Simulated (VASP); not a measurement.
Input:

```
KBr
1.0
    0.00000     3.30311     3.30311
    3.30311     0.00000     3.30311
    3.30311     3.30311     0.00000
K Br
1 1
Direct
  0.00000   0.00000   0.00000
  0.50000   0.50000   0.50000
```

All values below come from r2SCAN meta-GGA, VASP's PBE PAW potentials (set 64) (plane waves; VASP 6.6.1). Settings: 400 eV cut-off, 9×9×9 Γ-centred mesh, Gaussian smearing of 0.010 eV, potentials K_sv Br.

Task: Give the direction-averaged independent-particle dielectric function (no local fields, no excitons; a broadening of 0.1 eV leaves a tail below the gap, and fine structure carries the noise of the k-mesh).

Result: 
| ħω (eV) | ε₁ | ε₂ |
|---|---|---|
| 0.00 | 2.62 | 0.00 |
| 0.70 | 2.63 | 0.00 |
| 1.40 | 2.66 | 0.01 |
| 2.20 | 2.72 | 0.01 |
| 2.90 | 2.81 | 0.01 |
| 3.60 | 2.94 | 0.02 |
| 4.40 | 3.19 | 0.04 |
| 5.10 | 3.62 | 0.18 |
| 5.90 | 4.07 | 0.73 |
| 6.60 | 4.88 | 1.05 |
| 7.30 | 4.87 | 3.15 |
| 8.10 | 1.69 | 3.51 |
| 8.80 | 1.12 | 2.04 |
| 9.60 | 3.12 | 2.72 |
| 10.30 | 0.10 | 3.58 |
| 11.00 | -0.40 | 2.23 |
| 11.80 | -0.43 | 1.15 |
| 12.50 | 0.58 | 0.72 |
| 13.30 | 0.56 | 1.12 |
| 14.00 | 0.64 | 0.57 |
| 14.70 | 1.40 | 0.32 |
| 15.50 | 1.16 | 1.65 |
| 16.20 | 0.20 | 1.08 |
| 17.00 | 0.50 | 0.60 |
ε₂ peaks at 7.5 eV (height 4.7), 8.6 eV (height 2.9), 10.2 eV (height 4.3), 10.7 eV (height 3.7), 15.8 eV (height 1.8); ε₁(0) averages 2.62, so the electronic refractive index below the gap tends to √2.62 = 1.62.

The compound is KBr in the rock salt structure. It was relaxed first.
